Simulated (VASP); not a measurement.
Pd:

```xyz
1
Lattice="-1.5432 1.5432 1.5432 1.5432 -1.5432 1.5432 1.5432 1.5432 -1.5432" Properties=species:S:1:pos:R:3 pbc="T T T"
Pd    0.0000    0.0000    0.0000
```

This isn't the form of Pd at room conditions, which is fcc.

* Program: VASP 6.6.1
* Task: relaxation of cell and atoms
* Functional: LDA
* Potentials or basis: VASP PAW LDA potentials, release 64 (Pd)
* Cutoff: 600 eV
* k mesh: 18 × 18 × 18
* Occupations: gaussian, width 0.1 eV
* Spin: no spin polarisation

At the start: pressure -6.2 GPa; volume 14.70 Å³/atom.

Question: Where does the relaxation end?

Answer: Over 4 steps the energy falls by 8.6 meV/atom and the volume is 14.26 Å³/atom (-3.0 %); space group Im-3m (No. 229, to 0.05 Å).

The path:
```tsv
step	energy change (eV)	largest force (eV/Å)	pressure (GPa)	volume (Å³)
1	0.0000	0.0000	-6.16	14.70
2	0.0208	0.0000	13.55	13.53
3	-0.0086	0.0000	-0.11	14.27
4	-0.0086	0.0000	0.01	14.26
```

Final structure:
```cif
data_structure
_symmetry_space_group_name_H-M 'P 1'
_symmetry_Int_Tables_number 1
_cell_length_a 2.6462
_cell_length_b 2.6462
_cell_length_c 2.6462
_cell_angle_alpha 109.471
_cell_angle_beta 109.471
_cell_angle_gamma 109.471
_cell_volume 14.26
loop_
_atom_site_label
_atom_site_type_symbol
_atom_site_fract_x
_atom_site_fract_y
_atom_site_fract_z
_atom_site_occupancy
Pd1 Pd 0.00000 0.00000 0.00000 1
```
